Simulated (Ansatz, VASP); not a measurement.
One calculation of BaHg, two programs

```
CELL_PARAMETERS angstrom
4.17876 0.00000 0.00000
0.00000 4.17876 0.00000
0.00000 0.00000 4.17876
ATOMIC_POSITIONS crystal
Ba 0.00000 0.00000 0.00000
Hg 0.50000 0.50000 0.50000
```

The cell comes from a database or a generator and needn't be the stable form of this composition.

Alike in both runs: task single point; functional LDA; k mesh 12 × 12 × 12; occupations gaussian, width 0.15 eV; no spin polarisation.

|  | VASP | Ansatz |
| --- | --- | --- |
| version | VASP 6.6.1 | Ansatz 0.2.0 |
| potentials or method | VASP PAW LDA potentials, release 64 (Ba_sv, Hg) | scalar-relativistic, plane waves, PAW |
| plane-wave cutoff (eV) | 520 | 420 |
| valence electrons in the cell | 22 | 30 |

```tsv
	VASP	Ansatz	Ansatz less VASP
gap on the k mesh at the Fermi level (eV)	none	none	-
pressure (GPa)	-2.6	-2.9	-0.33
```

A gap of «none» marks a metal or a gap that the smearing closes. The two sets of potentials don't hold the same shells in valence.

The runs have no spin-orbit coupling, so splittings on Ba, Hg are missing.
